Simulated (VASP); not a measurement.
A VASP calculation is set up with these files.

**INCAR**
```
SIGMA = 0.05   ! width (eV)
LWAVE = .FALSE.
GGA = PE   ! PBE
NSW = 30   ! most ionic steps
ISMEAR = 0
LREAL = .FALSE.   ! projection in real space or not
ALGO = Normal
EDIFF = 1E-7
EDIFFG = -0.01
ENCUT = 520
LASPH = .TRUE.
PREC = Accurate
NELM = 100   ! most electronic steps
IBRION = 2
SYSTEM = SiC
ISIF = 4
LCHARG = .FALSE.
```

**POSCAR**
```
SiC
1
    1.5299620785    -2.6499718098     0.0000000000
    1.5299620785     2.6499718098     0.0000000000
    0.0000000000     0.0000000000     5.0245837134
Si C
2 2
Direct
  0.6666670000   0.3333330000   0.4995769961
  0.3333330000   0.6666670000   0.9995769961
  0.6666670000   0.3333330000   0.8754230039
  0.3333330000   0.6666670000   0.3754230039
```

**KPOINTS**
```
Automatic
0
Gamma
  8 8 5
```

POTCAR, in this order: Si C (PBE.64 set). Program: vasp_std.

Q: Write an equivalent input for Quantum ESPRESSO's pw.x.

A: One equivalent input (not run):
```
&CONTROL
  calculation = 'vc-relax'
  pseudo_dir = './pseudo'
  outdir = './out'
  tprnfor = .true.
  tstress = .true.
  nstep = 30
  forc_conv_thr = 0.00039
/
&SYSTEM
  ibrav = 0
  nat = 4
  ntyp = 2
  ecutwfc = 82
  occupations = 'smearing'
  smearing = 'gaussian'
  degauss = 0.003675
  input_dft = 'pbe'
/
&ELECTRONS
  conv_thr = 7.3e-09
  electron_maxstep = 100
/
&IONS
/
&CELL
  cell_dofree = 'shape'
/
ATOMIC_SPECIES
  Si 28.085 Si.upf
  C 12.011 C.upf
CELL_PARAMETERS angstrom
     1.5299621   -2.6499718    0.0000000
     1.5299621    2.6499718    0.0000000
     0.0000000    0.0000000    5.0245837
ATOMIC_POSITIONS crystal
  Si   0.6666670  0.3333330  0.4995770
  Si   0.3333330  0.6666670  0.9995770
  C    0.6666670  0.3333330  0.8754230
  C    0.3333330  0.6666670  0.3754230
K_POINTS automatic
  8 8 5 0 0 0
```
Limits of the translation: the potentials are each code's own (VASP's PAW set, PseudoDojo norm-conserving files in pw.x), so ENCUT and ecutwfc are chosen apart and not converted; conv_thr bounds pw.x's estimated SCF error, while EDIFF bounds the energy change between steps; forc_conv_thr acts on force components and is met together with etot_conv_thr.

The compound is SiC in the wurtzite structure, the rare 2H polytype. This cell is one point of a volume scan, at 0.97 of the reference volume. Symmetry was kept, so distortions that lower it aren't found.
